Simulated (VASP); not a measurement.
Output of a VASP run:

OUTCAR:
```
 ion  position               nearest neighbor table
   1  0.498  0.000  0.998-  47 2.58  55 2.58  63 2.59  34 2.63   9 3.88
   2  0.749  0.251  0.998-  56 2.58  45 2.59  35 2.60  34 2.60
   3  0.752  0.995  0.252-  36 2.58  50 2.58  40 2.59  34 2.61
   4  0.001  1.000  0.000-  64 2.59  45 2.59  37 2.60  40 2.60
   5  0.250  0.248  0.999-  37 2.58  55 2.59  61 2.59  38 2.63   9 3.89
   6  0.500  0.498  0.997-  56 2.58  62 2.59  38 2.60  39 2.60
   7  0.751  0.751  0.997-  40 2.59  57 2.59  63 2.59  39 2.63  11 3.86
   8  0.248  0.999  0.249-  37 2.59  47 2.59  58 2.60  41 2.63   9 3.88
   9  0.478  0.226  0.228-  34 2.54  38 2.54  41 2.54  10 3.18   1 3.88   8 3.88   5 3.89
  10  0.627  0.375  0.389-  13 2.75  22 2.76  11 3.18   9 3.18
  11  0.771  0.526  0.227-  39 2.53  42 2.54  35 2.54  10 3.18   7 3.86  27 3.87  15 3.89
  12  0.503  0.997  0.504-  50 2.58  43 2.58  60 2.59  41 2.62
  13  0.766  0.232  0.500-  36 2.54  43 2.61  44 2.62  10 2.75  20 4.01
  14  0.752  1.000  0.752-  54 2.59  45 2.59  43 2.59  63 2.60
  15  1.000  0.501  0.998-  46 2.58  57 2.58  61 2.59  35 2.63  11 3.89
  16  0.249  0.750  1.000-  64 2.59  62 2.59  47 2.60  46 2.60
  17  0.003  0.249  0.252-  48 2.58  36 2.58  37 2.59  35 2.61
  18  0.246  0.502  0.252-  48 2.58  49 2.58  46 2.59  38 2.61
  19  0.497  0.755  0.251-  50 2.58  49 2.58  47 2.58  39 2.61
  20  0.004  0.996  0.506-  36 2.56  58 2.58  51 2.58  54 2.58  13 4.01
  21  0.249  0.252  0.502-  48 2.58  52 2.59  51 2.59  41 2.61
  22  0.484  0.518  0.499-  49 2.54  53 2.61  52 2.62  10 2.76  29 4.01
  23  0.748  0.752  0.503-  50 2.58  53 2.59  54 2.59  42 2.61
  24  0.250  0.000  0.751-  60 2.59  51 2.59  64 2.59  55 2.60
  25  0.501  0.251  0.748-  56 2.59  55 2.60  43 2.60  52 2.60
  26  0.748  0.498  0.748-  56 2.59  57 2.59  44 2.60  53 2.60
  27  0.001  0.751  0.249-  46 2.58  40 2.59  58 2.60  42 2.63  11 3.87
  28  0.001  0.497  0.502-  48 2.58  44 2.59  59 2.59  42 2.61
  29  0.245  0.753  0.505-  49 2.56  58 2.57  59 2.58  60 2.59  22 4.01
  30  1.000  0.249  0.751-  51 2.59  45 2.59  44 2.60  61 2.60
  31  0.250  0.501  0.751-  62 2.59  59 2.59  52 2.60  61 2.61
  32  0.498  0.750  0.752-  60 2.59  62 2.59  53 2.60  63 2.61
  33  1.000  0.749  0.752-  54 2.59  59 2.59  64 2.60  57 2.60
  34  0.629  0.122  0.125-   9 2.54   2 2.60   3 2.61   1 2.63
  35  0.876  0.372  0.125-  11 2.54   2 2.60  17 2.61  15 2.63
  36  0.886  0.113  0.371-  13 2.54  20 2.56   3 2.58  17 2.58
  37  0.126  0.126  0.124-   5 2.58   8 2.59  17 2.59   4 2.60
  38  0.373  0.378  0.125-   9 2.54   6 2.60  18 2.61   5 2.63
  39  0.619  0.629  0.123-  11 2.53   6 2.60  19 2.61   7 2.63
  40  0.876  0.873  0.124-   7 2.59  27 2.59   3 2.59   4 2.60
  41  0.373  0.122  0.381-   9 2.54  21 2.61  12 2.62   8 2.63
  42  0.877  0.627  0.380-  11 2.54  28 2.61  23 2.61  27 2.63
  43  0.627  0.123  0.627-  12 2.58  14 2.59  25 2.60  13 2.61
  44  0.875  0.373  0.625-  28 2.59  30 2.60  26 2.60  13 2.62
  45  0.876  0.125  0.877-   2 2.59  14 2.59  30 2.59   4 2.59
  46  0.124  0.625  0.124-  15 2.58  27 2.58  18 2.59  16 2.60
  47  0.374  0.877  0.124-   1 2.58  19 2.58   8 2.59  16 2.60
  48  0.125  0.375  0.376-  18 2.58  17 2.58  28 2.58  21 2.58
  49  0.364  0.636  0.371-  22 2.54  29 2.56  18 2.58  19 2.58
  50  0.625  0.874  0.376-  19 2.58   3 2.58  12 2.58  23 2.58
  51  0.126  0.125  0.627-  20 2.58  30 2.59  24 2.59  21 2.59
  52  0.375  0.377  0.625-  21 2.59  31 2.60  25 2.60  22 2.62
  53  0.624  0.626  0.626-  23 2.59  32 2.60  26 2.60  22 2.61
  54  0.875  0.874  0.628-  20 2.58  33 2.59  14 2.59  23 2.59
  55  0.376  0.127  0.874-   1 2.58   5 2.59  25 2.60  24 2.60
  56  0.625  0.374  0.874-   6 2.58   2 2.58  25 2.59  26 2.59
  57  0.873  0.623  0.873-  15 2.58   7 2.59  26 2.59  33 2.60
  58  0.124  0.875  0.376-  29 2.57  20 2.58   8 2.60  27 2.60
  59  0.124  0.624  0.627-  29 2.58  31 2.59  33 2.59  28 2.59
  60  0.374  0.875  0.627-  29 2.59  32 2.59  24 2.59  12 2.59
  61  0.125  0.375  0.876-   5 2.59  15 2.59  30 2.60  31 2.61
  62  0.374  0.625  0.876-   6 2.59  31 2.59  32 2.59  16 2.59
  63  0.624  0.875  0.876-   7 2.59   1 2.59  14 2.60  32 2.61
  64  0.125  0.875  0.875-  16 2.59   4 2.59  24 2.59  33 2.60
 Subroutine IBZKPT returns following result:
 Found      1 irreducible k-points:

 Following reciprocal coordinates:
            Coordinates               Weight
  0.000000  0.000000  0.000000      1.000000
 Subroutine IBZKPT_HF returns following result:
   k-points           NKPTS =      1   k-points in BZ     NKDIM =      1   number of bands    NBANDS=    160
   number of dos      NEDOS =    301   number of ions     NIONS =     64
   total plane-waves  NPLWV = 216000
   dimension x,y,z NGX =    60 NGY =   60 NGZ =   60
   dimension x,y,z NGXF=   120 NGYF=  120 NGZF=  120
   ions per type =              33  31
   PREC   = normal    normal or accurate (medium, high low for compatibility)
   ISTART =      1    job   : 0-new  1-cont  2-samecut
...
```

**OSZICAR**
```
       N       E                     dE             d eps       ncg     rms          rms(c)
DAV:   1    -0.308670410490E+03   -0.30867E+03   -0.14971E+01   320   0.713E+00    0.123E+01
DAV:   2    -0.308828910834E+03   -0.15850E+00   -0.78678E-01   368   0.135E+00    0.835E+00
DAV:   3    -0.308819567350E+03    0.93435E-02   -0.19165E-01   376   0.336E-01    0.490E+00
DAV:   4    -0.308804004664E+03    0.15563E-01   -0.92028E-02   352   0.334E-01    0.283E+00
DAV:   5    -0.308767022437E+03    0.36982E-01   -0.69069E-02   344   0.416E-01    0.155E+00
DAV:   6    -0.308780460227E+03   -0.13438E-01   -0.16387E-01   352   0.268E-01    0.800E-01
DAV:   7    -0.308793456019E+03   -0.12996E-01   -0.81297E-02   344   0.211E-01    0.634E-01
DAV:   8    -0.308779414310E+03    0.14042E-01   -0.32051E-02   336   0.304E-01    0.409E-01
DAV:   9    -0.308776862182E+03    0.25521E-02   -0.40718E-02   352   0.238E-01    0.187E-01
DAV:  10    -0.308783671910E+03   -0.68097E-02   -0.38062E-02   352   0.107E-01    0.257E-01
DAV:  11    -0.308783868485E+03   -0.19657E-03   -0.17887E-02   360   0.146E-01    0.284E-01
DAV:  12    -0.308778844331E+03    0.50242E-02   -0.13433E-02   344   0.186E-01    0.151E-01
DAV:  13    -0.308781236788E+03   -0.23925E-02   -0.24769E-02   352   0.116E-01    0.131E-01
DAV:  14    -0.308783579478E+03   -0.23427E-02   -0.13979E-02   352   0.818E-02    0.190E-01
DAV:  15    -0.308781302375E+03    0.22771E-02   -0.54196E-03   336   0.126E-01    0.139E-01
DAV:  16    -0.308780749345E+03    0.55303E-03   -0.81024E-03   352   0.103E-01    0.639E-02
DAV:  17    -0.308782208158E+03   -0.14588E-02   -0.79504E-03   360   0.467E-02    0.114E-01
DAV:  18    -0.308782139632E+03    0.68526E-04   -0.34096E-03   320   0.669E-02    0.123E-01
DAV:  19    -0.308781166511E+03    0.97312E-03   -0.27322E-03   344   0.821E-02    0.631E-02
DAV:  20    -0.308781653348E+03   -0.48684E-03   -0.46777E-03   360   0.498E-02    0.580E-02
DAV:  21    -0.308782095068E+03   -0.44172E-03   -0.27275E-03   344   0.359E-02    0.866E-02
DAV:  22    -0.308781639823E+03    0.45524E-03   -0.10813E-03   344   0.564E-02    0.631E-02
DAV:  23    -0.308781534979E+03    0.10484E-03   -0.17318E-03   352   0.460E-02    0.286E-02
DAV:  24    -0.308781846877E+03   -0.31190E-03   -0.16742E-03   360   0.211E-02    0.523E-02
DAV:  25    -0.308781813492E+03    0.33385E-04   -0.67768E-04   312   0.312E-02    0.549E-02
DAV:  26    -0.308781619167E+03    0.19433E-03   -0.57942E-04   352   0.371E-02    0.275E-02
DAV:  27    -0.308781725126E+03   -0.10596E-03   -0.94211E-04   360   0.219E-02    0.267E-02
DAV:  28    -0.308781810601E+03   -0.85475E-04   -0.54746E-04   320   0.164E-02    0.395E-02
DAV:  29    -0.308781715076E+03    0.95525E-04   -0.22230E-04   328   0.258E-02    0.286E-02
DAV:  30    -0.308781696450E+03    0.18626E-04   -0.37184E-04   360   0.207E-02    0.134E-02
DAV:  31    -0.308781761973E+03   -0.65523E-04   -0.34893E-04   304   0.961E-03    0.241E-02
DAV:  32    -0.308781751656E+03    0.10317E-04   -0.13723E-04   296   0.147E-02    0.248E-02
DAV:  33    -0.308781712841E+03    0.38815E-04   -0.12383E-04   328   0.168E-02    0.126E-02
DAV:  34    -0.308781736218E+03   -0.23377E-04   -0.19239E-04   304   0.972E-03    0.123E-02
DAV:  35    -0.308781753158E+03   -0.16940E-04   -0.11132E-04   240   0.772E-03    0.180E-02
DAV:  36    -0.308781732618E+03    0.20540E-04   -0.47627E-05   312   0.118E-02    0.130E-02
DAV:  37    -0.308781729285E+03    0.33331E-05   -0.79844E-05   304   0.946E-03
   1 F= -.30878173E+03 E0= -.30878062E+03  d E =-.221759E-02
```

File OUTCAR:
```
------------------------ aborting loop because EDIFF is reached ----------------------------------------
  volume of cell :     1727.79
      direct lattice vectors                 reciprocal lattice vectors
    11.999521734  0.000000000  0.000000000     0.083336655  0.000000000  0.000000000
     0.000000000 11.999521734  0.000000000     0.000000000  0.083336655  0.000000000
     0.000000000  0.000000000 11.999521734     0.000000000  0.000000000  0.083336655
  FREE ENERGIE OF THE ION-ELECTRON SYSTEM (eV)
  ---------------------------------------------------
  free  energy   TOTEN  =      -308.7817292854 eV

  energy  without entropy=     -308.7795116925  energy(sigma->0) =     -308.78062049

  exchange ACFDT corr.  =         0.00000000  see jH, gK, PRB 81, 115126
```
(Selected blocks of OUTCAR.)

### POSCAR
```
In33P31
1
   11.9995217336     0.0000000000     0.0000000000
    0.0000000000    11.9995217336     0.0000000000
    0.0000000000     0.0000000000    11.9995217336
In P
33 31
Direct
  0.4978241318   0.0000751758   0.9983010606
  0.7492103941   0.2505342359   0.9978851052
  0.7523527680   0.9950232026   0.2520847098
  0.0010536524   0.9997383771   0.0000522110
  0.2497240819   0.2483686212   0.9986297606
  0.5002199599   0.4983730389   0.9970238359
  0.7513925535   0.7505928669   0.9974391836
  0.2478630521   0.9992279430   0.2489676068
  0.4775819754   0.2263900611   0.2282956305
  0.6265092978   0.3751146955   0.3892091642
  0.7711967603   0.5259369482   0.2265900838
  0.5026073396   0.9972769003   0.5036962665
  0.7664239017   0.2316991012   0.4997119770
  0.7519411972   0.9996316579   0.7520623253
  0.9997953651   0.5014096853   0.9980681937
  0.2488787396   0.7504112966   0.9995068511
  0.0026781050   0.2487655218   0.2516905115
  0.2458839667   0.5016165687   0.2517423591
  0.4970637400   0.7551806172   0.2512554973
  0.0036916706   0.9964017149   0.5057239586
  0.2485362970   0.2521709017   0.5024317934
  0.4836809435   0.5184574385   0.4987475078
  0.7482671023   0.7519561327   0.5032627329
  0.2503188828   0.0003801771   0.7512454418
  0.5012282844   0.2509101733   0.7479323463
  0.7484159346   0.4982647045   0.7482879026
  0.0014392397   0.7508447787   0.2486630207
  0.0010989821   0.4971178860   0.5023599618
  0.2453690350   0.7531906830   0.5047272242
  0.9999438157   0.2485838468   0.7511798230
  0.2500748772   0.5009379377   0.7505244324
  0.4979416475   0.7499008024   0.7516516852
  0.9998673641   0.7491577060   0.7517932562
  0.6291259821   0.1215685162   0.1245125401
  0.8759074132   0.3724353748   0.1250452183
  0.8860286563   0.1134436685   0.3714184737
  0.1258072042   0.1257770456   0.1244470101
  0.3725797704   0.3783763672   0.1247625128
  0.6193507428   0.6290331833   0.1226108859
  0.8755193650   0.8732744361   0.1237668102
  0.3734006075   0.1222800194   0.3805139218
  0.8765940470   0.6268616110   0.3799504597
  0.6269227082   0.1231682794   0.6265892392
  0.8752777661   0.3729099644   0.6254995486
  0.8755730493   0.1249077423   0.8767853823
  0.1235373321   0.6246980826   0.1238874885
  0.3735758957   0.8769063863   0.1235887823
  0.1247866368   0.3747517096   0.3757788368
  0.3637303895   0.6362884956   0.3706512838
  0.6249153565   0.8744117676   0.3761537943
  0.1260437937   0.1254452699   0.6269036020
  0.3752604765   0.3768572880   0.6245189930
  0.6235166001   0.6262622772   0.6261670847
  0.8753905806   0.8740124464   0.6277627887
  0.3762627771   0.1268306961   0.8735641492
  0.6248919557   0.3743247466   0.8740107467
  0.8729313673   0.6229751629   0.8734821496
  0.1244764914   0.8750712690   0.3762268260
  0.1235385389   0.6242166097   0.6266773297
  0.3743210363   0.8750859808   0.6270251922
  0.1249864669   0.3747955930   0.8758673917
  0.3741536559   0.6246818943   0.8763444502
  0.6244655913   0.8753593083   0.8758122395
  0.1250516869   0.8753054091   0.8751014478
```

Task: Reconstruct the remaining input files.

Result: One answer among several that fit: the input of the run itself, HSE06 screened hybrid, plane waves, VASP's PBE PAW potentials (set 64).

**INCAR**
```
AEXX = 0.25
ALGO = Normal
EDIFF = 1E-5
ENCUT = 400
GGA = PE
HFSCREEN = 0.2
ISIF = 0
ISMEAR = 0
ISYM = 0
LASPH = T
LCHARG = F
LHFCALC = T
LMAXMIX = 4
LREAL = Auto
LWAVE = F
NELM = 50
NELMIN = 4
PREC = Normal
PRECFOCK = Fast
SIGMA = 0.05
SYSTEM = In33P31
```

File KPOINTS:
```
kpoints
0
G
1 1 1
```

POTCAR, in this order: In P (PBE.64 set). Program: vasp_gam. Read from the step before: WAVECAR.

The supercell is sampled at Γ alone, which is coarse: total energies, pressure and levels can be off, energies of defects by several tenths of an eV.

The cell is a supercell with a defect, built from InP (zinc blende): In_P. The cell's shape comes from a PBE relaxation. The run is not spin-polarised, so no state with unpaired spins was tried.
